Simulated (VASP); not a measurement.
## NaCl: from the relaxed cell to its vibrations

What lattice, stiffness and vibrations does NaCl have at one level of theory? The starting structure is a measured crystal structure from the Crystallography Open Database. All runs use LDA.

Program: VASP 6.6.1. Level of theory: Kohn-Sham DFT with plane waves and PAW; LDA. Results are calculated unless marked as measured.

The database entry behind the starting cell differs from later determinations by our own check (about 0.6 % short), so it need not match the best structure at ambient conditions.

### Step 1. Starting point

Symmetry: Fm-3m, No. 225, cubic system. The conventional cell has a = 5.604 Å, b = 5.604 Å, c = 5.604 Å, α = 90.00°, β = 90.00°, γ = 90.00°. Nearest to Cl lie 6 Na at 2.80 Å. Na has 6 Cl at 2.80 Å nearest. Farther neighbours and most contacts between anions are not listed.

As a file:

```
Cl Na
1.0
     0.00000    2.80175    2.80175
     2.80175    0.00000    2.80175
     2.80175    2.80175    0.00000
Cl Na
1 1
Direct
  0.50000 0.50000 0.50000
  0.00000 0.00000 0.00000
```

### Step 2. Relaxation

This run starts from the cell of an earlier relaxation, which isn't shown; the restart sets up the plane waves anew.

File INCAR:

```
SYSTEM = NaCl
PREC = Accurate
ENCUT = 500
EDIFF = 1E-07
NELM = 100
ISMEAR = 0
SIGMA = 0.03
LREAL = .FALSE.
ALGO = Normal
GGA = CA
NBANDS = 13
LORBIT = 11
LWAVE = .FALSE.
LCHARG = .FALSE.
KPAR = 4
IBRION = 2
NSW = 50
ISIF = 3
EDIFFG = -0.002
```

File POSCAR:

```
NaCl
1.0
    0.0000000000      2.7316298449      2.7316298449
    2.7316298449      0.0000000000      2.7316298449
    2.7316298449      2.7316298449      0.0000000000
Cl Na
1 1
Direct
    0.5000000000      0.5000000000      0.5000000000
    0.0000000000      0.0000000000      0.0000000000
```

File KPOINTS:

```
Automatic mesh
0
Gamma
6 6 6
0 0 0
```

PAW data sets: Cl and Na_pv (LDA family, release 64).

Run with:

```console
$ mpirun -np 4 vasp_std
```

What it wrote:

```text
[banner, memory and clock lines left out]
running    4 mpi-ranks, on    1 nodes
 distrk:  each k-point on    1 cores,    4 groups
 distr:  one band on    1 cores,    1 groups

 POSCAR found type information on POSCAR ClNa
 POSCAR found :  2 types and       2 ions
 LDA part: xc-table for (Slater(with rela. corr.)+CA(PZ))
 , standard interpolation
 POSCAR, INCAR and KPOINTS ok, starting setup
 FFT: planning ... GRIDC
 FFT: planning ... GRID_SOFT
 FFT: planning ... GRID
 WAVECAR not read
 entering main loop
       N       E                     dE             d eps       ncg     rms          rms(c)
DAV:   1     0.912815054796E+02    0.91282E+02   -0.70328E+03   416   0.107E+03
DAV:   2    -0.716682486999E+00   -0.91998E+02   -0.85699E+02   452   0.272E+02
DAV:   3    -0.747843809200E+01   -0.67618E+01   -0.67234E+01   521   0.702E+01
DAV:   4    -0.757358529723E+01   -0.95147E-01   -0.95065E-01   501   0.901E+00
DAV:   5    -0.757551624896E+01   -0.19310E-02   -0.19308E-02   479   0.132E+00    0.209E+00
DAV:   6    -0.741017618376E+01    0.16534E+00   -0.26205E-01   516   0.358E+00    0.154E+00
DAV:   7    -0.739070464344E+01    0.19472E-01   -0.54055E-02   539   0.153E+00    0.990E-01
DAV:   8    -0.738909538234E+01    0.16093E-02   -0.46354E-03   496   0.689E-01    0.297E-01
DAV:   9    -0.738898285945E+01    0.11252E-03   -0.17766E-04   491   0.112E-01    0.149E-01
DAV:  10    -0.738897281595E+01    0.10043E-04   -0.10040E-04   516   0.967E-02    0.470E-03
DAV:  11    -0.738897236600E+01    0.44995E-06   -0.35175E-06   511   0.232E-02    0.217E-03
DAV:  12    -0.738897236642E+01   -0.42201E-09   -0.18149E-07   470   0.631E-03
   1 F= -.73889724E+01 E0= -.73889724E+01  d E =-.738897E+01
 curvature:   0.00 expect dE= 0.000E+00 dE for cont linesearch  0.000E+00
 trial: gam= 0.00000 g(F)=  0.115E-59 g(S)=  0.370E-06 ort = 0.000E+00 (trialstep = 0.100E+01)
 search vector abs. value=  0.370E-06
 reached required accuracy - stopping structural energy minimisation
```

Elapsed: 1.6 s, on 4 MPI ranks of Intel Xeon 6975P-C (Granite Rapids), shared host; peak memory 0.49 GiB.

Lines that name or quote the potential files are left out of all logs, and their timing lines are given in words.

From OUTCAR (step 2):

```text
ion  position               nearest neighbor table
   1  0.500  0.500  0.500-
   2  0.000  0.000  0.000-

  LATTYP: Found a face centered cubic cell.
 ALAT       =     5.4632596898

 Subroutine GETGRP returns: Found 48 space group operations
 (whereof 48 operations were pure point group operations)

The static configuration has the point symmetry O_h .

 Found     16 irreducible k-points:

   k-points           NKPTS =     16   k-points in BZ     NKDIM =     16   number of bands    NBANDS=     13

   dimension x,y,z NGX =    28 NGY =   28 NGZ =   28
   dimension x,y,z NGXF=    56 NGYF=   56 NGZF=   56

   ENCUT  =  500.0 eV  36.75 Ry    6.06 a.u.   7.04  7.04  7.04*2*pi/ulx,y,z

   NELECT =      14.0000    total number of electrons

 k-points in reciprocal lattice and weights: Automatic mesh
   0.00000000  0.00000000  0.00000000       0.005
   0.16666667  0.00000000  0.00000000       0.037
   0.33333333  0.00000000  0.00000000       0.037
   0.50000000  0.00000000  0.00000000       0.019
   0.16666667  0.16666667  0.00000000       0.028
   0.33333333  0.16666667  0.00000000       0.111
   0.50000000  0.16666667  0.00000000       0.111
  -0.33333333  0.16666667  0.00000000       0.111
  -0.16666667  0.16666667  0.00000000       0.056
[...]
-0.33333333  0.33333333  0.16666667       0.111
  -0.33333333  0.50000000  0.16666667       0.056

 average (electrostatic) potential at core
       1 -97.1291       2 -45.3726

 E-fermi :  -0.1329

 k-point     1 :       0.0000    0.0000    0.0000
  band No.  band energies     occupation
    ...
      3     -20.9807      2.00000
      4     -13.1791      2.00000
      5      -0.3535      2.00000
      6      -0.3535      2.00000
      7      -0.3535      2.00000
      8       4.7297      0.00000
      9      10.5762      0.00000
     10      10.5762      0.00000
     11      10.5762      0.00000
     12      12.9346      0.00000
    ...

 k-point     2 :       0.1667    0.0000    0.0000
  band No.  band energies     occupation
    ...
      3     -20.9815      2.00000
      4     -13.0676      2.00000
      5      -1.0930      2.00000
      6      -0.4420      2.00000
      7      -0.4420      2.00000
      8       5.6218      0.00000
      9       9.7832      0.00000
     10      10.9060      0.00000
     11      10.9060      0.00000
     12      12.6214      0.00000
    ...

 k-point     3 :       0.3333    0.0000    0.0000
  band No.  band energies     occupation
    ...
      3     -20.9831      2.00000
      4     -12.8321      2.00000
      5      -2.2159      2.00000
      6      -0.6093      2.00000
      7      -0.6093      2.00000
      8       6.6165      0.00000
      9       9.8637      0.00000
     10      10.7751      0.00000
     11      10.7751      0.00000
     12      13.7938      0.00000
    ...

  Total       -0.0022609     -0.0022609     -0.0022609     -0.0000000      0.0000000      0.0000000
  in kB       -0.0888599     -0.0888599     -0.0888599     -0.0000000      0.0000000      0.0000000
  external PRESSURE =      -0.0888599 kB  Pullay stress =       0.0000000 kB

  energy-cutoff  :      500.00
  volume of cell :       40.77
      direct lattice vectors                 reciprocal lattice vectors
     0.000000000  2.731629845  2.731629845    -0.183040905  0.183040905  0.183040905
     2.731629845  0.000000000  2.731629845     0.183040905 -0.183040905  0.183040905
     2.731629845  2.731629845  0.000000000     0.183040905  0.183040905 -0.183040905

 POSITION                                       TOTAL-FORCE (eV/Angst)
 -----------------------------------------------------------------------------------
      2.73163      2.73163      2.73163         0.000000     -0.000000     -0.000000
      0.00000      0.00000      0.00000        -0.000000      0.000000      0.000000
 -----------------------------------------------------------------------------------
    total drift:                                0.000000      0.000000      0.000000

  FREE ENERGIE OF THE ION-ELECTRON SYSTEM (eV)
  ---------------------------------------------------
  free  energy   TOTEN  =        -7.3889723664 eV

  energy  without entropy=       -7.3889723664  energy(sigma->0) =       -7.38897237

 reached required accuracy - stopping structural energy minimisation

 total charge
# of ion       s       p       d       tot
------------------------------------------
    1        1.584   3.567   0.000   5.152
    2        0.054   5.987   0.000   6.041
--------------------------------------------------
tot          1.638   9.555   0.000  11.192

[... 3 further parts left out ...]
```

CONTCAR:

```
NaCl
   1.00000000000000
     0.0000000000000000    2.7316298449000000    2.7316298449000000
     2.7316298449000000    0.0000000000000000    2.7316298449000000
     2.7316298449000000    2.7316298449000000    0.0000000000000000
  Cl              Na
     1     1
Direct
     0.5000000000000000    0.5000000000000000    0.5000000000000000
     0.0000000000000000    0.0000000000000000    0.0000000000000000
```

The run keeps the 48 symmetry operations of its start, so it cannot find a distortion of lower symmetry.

The relaxed cell holds 20.383 Å³ an atom, with a = 5.463 Å (-2.5 % against the database cell). Pressures at 0.985 and 1.015 times this volume, from two more relaxations that aren't shown, give a bulk modulus of 32.5 GPa.

### Step 3. Elastic constants

File INCAR:

```
SYSTEM = NaCl
PREC = Accurate
ENCUT = 700
EDIFF = 1E-08
NELM = 100
ISMEAR = 0
SIGMA = 0.03
LREAL = .FALSE.
ALGO = Normal
GGA = CA
NBANDS = 13
LORBIT = 11
LWAVE = .FALSE.
LCHARG = .FALSE.
KPAR = 4
IBRION = 6
NFREE = 2
POTIM = 0.015
ISIF = 3
NSW = 1
```

POSCAR is that of step 2.

File KPOINTS:

```
Automatic mesh
0
Gamma
8 8 8
0 0 0
```

Run with:

```console
$ mpirun -np 4 vasp_std
```

What it wrote:

```text
[... set-up lines as in an earlier step ...]
 entering main loop
       N       E                     dE             d eps       ncg     rms          rms(c)
DAV:   1     0.111470270015E+03    0.11147E+03   -0.82217E+03   754   0.133E+03
DAV:   2     0.145857829326E+01   -0.11001E+03   -0.10194E+03   815   0.328E+02
DAV:   3    -0.741995839941E+01   -0.88785E+01   -0.88238E+01   969   0.814E+01
DAV:   4    -0.757294711357E+01   -0.15299E+00   -0.15292E+00   869   0.114E+01
[...]
DAV:  11    -0.738937639082E+01    0.58783E-06   -0.39468E-06   939   0.247E-02    0.223E-03
DAV:  12    -0.738937638486E+01    0.59642E-08   -0.21619E-07   929   0.689E-03    0.127E-03
DAV:  13    -0.738937639252E+01   -0.76668E-08   -0.22048E-08   914   0.220E-03
   1 F= -.73893764E+01 E0= -.73893764E+01  d E =-.678841E-16
[... from here on, the cycles between the ionic steps are left out ...]
   2 F= -.73876311E+01 E0= -.73876311E+01  d E =-.427221E-15
   3 F= -.73870459E+01 E0= -.73870459E+01  d E =-.141934E-12
   4 F= -.73876311E+01 E0= -.73876311E+01  d E =-.431554E-15
   5 F= -.73870459E+01 E0= -.73870459E+01  d E =-.141827E-12
   6 F= -.73876311E+01 E0= -.73876311E+01  d E =-.432170E-15
   7 F= -.73870459E+01 E0= -.73870459E+01  d E =-.141647E-12
   8 F= -.73890100E+01 E0= -.73890100E+01  d E =-.132619E-16
   9 F= -.73890100E+01 E0= -.73890100E+01  d E =-.138366E-16
  10 F= -.73890099E+01 E0= -.73890099E+01  d E =-.136179E-16
  11 F= -.73890100E+01 E0= -.73890100E+01  d E =-.138101E-16
  12 F= -.73890100E+01 E0= -.73890100E+01  d E =-.136220E-16
  13 F= -.73890100E+01 E0= -.73890100E+01  d E =-.138857E-16
  14 F= -.73891697E+01 E0= -.73891697E+01  d E =-.654747E-16
  15 F= -.73891697E+01 E0= -.73891697E+01  d E =-.654458E-16
  16 F= -.73891688E+01 E0= -.73891688E+01  d E =-.653073E-16
  17 F= -.73891688E+01 E0= -.73891688E+01  d E =-.653938E-16
 Finite differences progress:
  Degree of freedom:   8/  8
  Displacement:        2/  2
  Total:              16/ 16
```

The job ended after 87 s (4 MPI ranks; peak memory 1.2 GiB).

Parts of OUTCAR (step 3):

```text
  Total        0.0130607      0.0097490      0.0097490      0.0000000      0.0000000      0.0000000
  in kB        0.5133102      0.3831559      0.3831559      0.0000000      0.0000000      0.0000000
  external PRESSURE =       0.4265407 kB  Pullay stress =       0.0000000 kB

 POSITION                                       TOTAL-FORCE (eV/Angst)
 -----------------------------------------------------------------------------------
      2.73163      2.73163      2.73163        -0.027713      0.000000      0.000000
     -0.01500      0.00000      0.00000         0.027713      0.000000      0.000000
 -----------------------------------------------------------------------------------
    total drift:                                0.000007      0.000000      0.000000

  FREE ENERGIE OF THE ION-ELECTRON SYSTEM (eV)
  ---------------------------------------------------
  free  energy   TOTEN  =        -7.3891687554 eV

  energy  without entropy=       -7.3891687554  energy(sigma->0) =       -7.38916876

[... 3 further parts left out ...]
[key lines of the parts left out:]
E-fermi :  -0.1952
```

The last energy, forces and stress in OUTCAR belong to the last displaced cell, not to that of POSCAR.

The elastic tensor has C11 = 71.2, C12 = 13.1, C44 = 12.9 GPa; its Hill averages are a bulk modulus of 32.5 and a shear modulus of 18.0 GPa.

### Step 4. Modes of the relaxed cell

File INCAR:

```
SYSTEM = NaCl
PREC = Accurate
ENCUT = 500
EDIFF = 1E-08
NELM = 100
ISMEAR = 0
SIGMA = 0.03
LREAL = .FALSE.
ALGO = Normal
GGA = CA
NBANDS = 13
LORBIT = 11
LWAVE = .FALSE.
LCHARG = .FALSE.
KPAR = 4
IBRION = 8
LEPSILON = .TRUE.
LPEAD = .TRUE.
ISIF = 2
```

POSCAR is that of step 3.

File KPOINTS:

```
Automatic mesh
0
Gamma
14 14 14
0 0 0
```

Run with:

```console
$ mpirun -np 4 vasp_std
```

What it wrote:

```text
[... set-up lines as in an earlier step ...]
 entering main loop
       N       E                     dE             d eps       ncg     rms          rms(c)
DAV:   1     0.948586358870E+02    0.94859E+02   -0.71590E+03  2730   0.107E+03
DAV:   2    -0.123729542847E+00   -0.94982E+02   -0.87656E+02  2959   0.271E+02
DAV:   3    -0.745804080795E+01   -0.73343E+01   -0.72908E+01  3394   0.714E+01
DAV:   4    -0.757315575970E+01   -0.11511E+00   -0.11506E+00  3139   0.973E+00
[...]
DAV:  11    -0.738902219494E+01    0.43806E-06   -0.35127E-06  3294   0.230E-02    0.232E-03
DAV:  12    -0.738902218788E+01    0.70600E-08   -0.20316E-07  3389   0.670E-03    0.130E-03
DAV:  13    -0.738902219644E+01   -0.85543E-08   -0.20915E-08  3269   0.208E-03
   1 F= -.73890222E+01 E0= -.73890222E+01  d E =-.224970E-14
 Linear response reoptimize wavefunctions to high precision
DAV:   1    -0.738902219398E+01    0.24538E-08   -0.91842E-09  3064   0.671E-04
DAV:   2    -0.738902219398E+01    0.22737E-11   -0.56632E-11  1722   0.771E-05
 Linear response to external field (no local field effect), progress :
[...]
RMM:  14    -0.189166177835E+00    0.33838E-08    0.53906E-08  6982   0.160E-05    0.732E-08
 first order change of Fermi-energy   0.95397E-04
 force on displaced ion       1 direction 1 :  -1.847   0.000   0.000
 Born effective charge ion    1 direction 1 :  -1.070   0.000   0.000
 Linear response progress:
  Degree of freedom:   2/  2
       N       E                     dE             d eps       ncg     rms          rms(c)
RMM:   1    -0.157255392175E+00   -0.15726E+00   -0.29353E-01  6939   0.564E+00
RMM:   2    -0.161178210606E+00   -0.39228E-02   -0.17752E-02 10307   0.101E+00    0.240E-02
RMM:   3    -0.161304969162E+00   -0.12676E-03   -0.52099E-04 12170   0.175E-01    0.106E-02
RMM:   4    -0.161338395249E+00   -0.33426E-04   -0.28996E-05 13360   0.433E-02    0.300E-03
[...]
RMM:  10    -0.161350163477E+00   -0.18698E-07    0.88437E-09 14289   0.107E-04    0.828E-06
RMM:  11    -0.161350175056E+00   -0.11579E-07    0.59174E-09 13833   0.662E-05    0.203E-06
RMM:  12    -0.161350177788E+00   -0.27315E-08    0.84611E-10 13556   0.453E-05    0.131E-06
 first order change of Fermi-energy  -0.32061E-04
 force on displaced ion       2 direction 1 :  -1.850   0.000   0.000
 Born effective charge ion    2 direction 1 :   1.070   0.000   0.000
 Born effective charges drift removed
 Linear response finished
```

It took 1.7 min on 4 MPI ranks; peak memory 2.2 GiB; 6.6 min of CPU time.

Parts of OUTCAR (step 4):

```text
  Total       -0.0055805     -0.0055805     -0.0055805      0.0000000      0.0000000      0.0000000
  in kB       -0.2193259     -0.2193259     -0.2193259      0.0000000      0.0000000      0.0000000
  external PRESSURE =      -0.2193259 kB  Pullay stress =       0.0000000 kB

 POSITION                                       TOTAL-FORCE (eV/Angst)
 -----------------------------------------------------------------------------------
      2.73163      2.73163      2.73163        -0.000000     -0.000000     -0.000000
      0.00000      0.00000      0.00000         0.000000      0.000000      0.000000
 -----------------------------------------------------------------------------------
    total drift:                                0.000000      0.000000      0.000000

 MACROSCOPIC STATIC DIELECTRIC TENSOR (including local field effects in DFT)
 ------------------------------------------------------
           2.667108     0.000000     0.000000
          -0.000000     2.667108     0.000000
           0.000000    -0.000000     2.667108
 ------------------------------------------------------

 MACROSCOPIC STATIC DIELECTRIC TENSOR IONIC CONTRIBUTION
 ------------------------------------------------------
           2.751507     0.000000     0.000000
           0.000000     2.751507     0.000000
           0.000000     0.000000     2.751507
 ------------------------------------------------------

[... 1 part as in an earlier step ...]

[... 1 further part left out ...]
```

The zone-centre modes at 20.383 Å³ an atom are T1u 189.9 cm⁻¹.

(Part 1 of 2 ends here.)

[Lines on the potential files, build, host, timing and source positions are cut from VASP's logs without a mark.]

[Logs are printed without paths, hosts, clocks, repeated set-up lines and the standing remarks that a program may print on its own settings, such as how far it seeks lower states.]

[Hosts, paths, dates, database ids (printed as entryN), source tags and the programs' standing remarks are cut or masked in the printed files.]
